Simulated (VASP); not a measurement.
The input files of a VASP run:

### INCAR
```
ISMEAR=1
IVDW=12   # D3, Becke-Johnson
LORBIT=10
NELM=100
SYSTEM=Ni3Fe
ENCUT=520   # plane-wave cut-off (eV)
ISIF=2
LCHARG=.False.
LMAXMIX=4   # l cut-off of mixed one-centre charges
LASPH=.True.
PREC=Accurate
LWAVE=.False.
MAGMOM=2.9 0.6 0.6 0.6
SIGMA=0.1
ALGO=Normal   # blocked Davidson
ISPIN=2   # spin-polarised
GGA=PE
EDIFF=1E-7
LREAL=.False.
```

KPOINTS:
```
kpoints
0
G
 9 9 9
0 0 0
```

**POSCAR**
```
Ni3Fe
6.8691210
  0.5000000119   0.0000000000   0.0000000000
  0.0000000000   0.5000000119   0.0000000000
  0.0000000000   0.0000000000   0.5000000119
Fe Ni
1 3
Cartesian
  0.0000000000   0.0000000000   0.0000000000
  0.0000000000   0.2500000059   0.2500000059
  0.2500000059   0.0000000000   0.2500000059
  0.2500000059   0.2500000059   0.0000000000
```

POTCAR, in this order: Fe Ni (PBE.64 set). Program: vasp_std.

Task: Translate this PBE-D3(BJ) calculation to Ansatz.

Result: One equivalent input (not run):
Ansatz 0.2 input:
```yaml
crystal:
  lattice:
    - [3.4345606, 0.0000000, 0.0000000]
    - [0.0000000, 3.4345606, 0.0000000]
    - [0.0000000, 0.0000000, 3.4345606]
  atoms:
    - { symbol: Fe, position: [0.0000000, 0.0000000, 0.0000000], spin: 2.9 }
    - { symbol: Ni, position: [0.0000000, 0.5000000, 0.5000000], spin: 0.6 }
    - { symbol: Ni, position: [0.5000000, 0.0000000, 0.5000000], spin: 0.6 }
    - { symbol: Ni, position: [0.5000000, 0.5000000, 0.0000000], spin: 0.6 }
kpoints:
  mp_grid: { grid: [9, 9, 9] }
hamiltonian:
  xc: pbe
  dispersion: d3bj
  pseudopotentials: { kind: paw }
magnetization: { spin_polarized: true }
scf:
  occupations: { method: methfessel_paxton, width: 0.1 }
  max_iter: 100
output: { forces: true, stress: true, eigenvalues: true }
```
What does not carry over: each code has its own PAW files, so the cut-off isn't converted (ENCUT is set for VASP's; basis.ecutwfc is left out, and Ansatz then takes the one that its files recommend); Ansatz stops its SCF on the density residual and VASP on the energy change (EDIFF).

The compound is Ni3Fe in the L1_2 structure. This cell is one point of a volume scan, at 0.94 of the reference volume.
